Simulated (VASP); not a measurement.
The system is Mo.

```
Mo
1.0
    -1.58381    1.58381    1.58381
     1.58381   -1.58381    1.58381
     1.58381    1.58381   -1.58381
Mo
1
Direct
  0.00000 0.00000 0.00000
```

```yaml
Program: VASP 6.6.1
Task: relaxation of cell and atoms
Functional: PBEsol
Potentials_or_basis: VASP PAW PBE potentials, release 64 (Mo_sv)
Cutoff: 600 eV
k_mesh: 18 × 18 × 18
Occupations: gaussian, width 0.1 eV
Spin: no spin polarisation
```

At the start: pressure -9.1 GPa; volume 15.89 Å³/atom.

Question: How do energy, volume and symmetry change on relaxing?

Answer: Over 4 steps the energy falls by 16.0 meV/atom and the volume is 15.35 Å³/atom (-3.4 %); space group Im-3m (No. 229, to 0.05 Å).

The path:
```tsv
step	energy change (eV)	largest force (eV/Å)	pressure (GPa)	volume (Å³)
1	0.0000	0.0000	-9.11	15.89
2	0.1270	0.0000	34.60	13.90
3	-0.0160	0.0000	-0.39	15.37
4	-0.0160	0.0000	-0.05	15.35
```

Final structure:
```xyz
1
Lattice="-1.5656 1.5656 1.5656 1.5656 -1.5656 1.5656 1.5656 1.5656 -1.5656" Properties=species:S:1:pos:R:3 pbc="T T T"
Mo    0.0000    3.1312    0.0000
```

Caveat: the PAW data sets were made with another functional, which shifts forces and pressure a little.
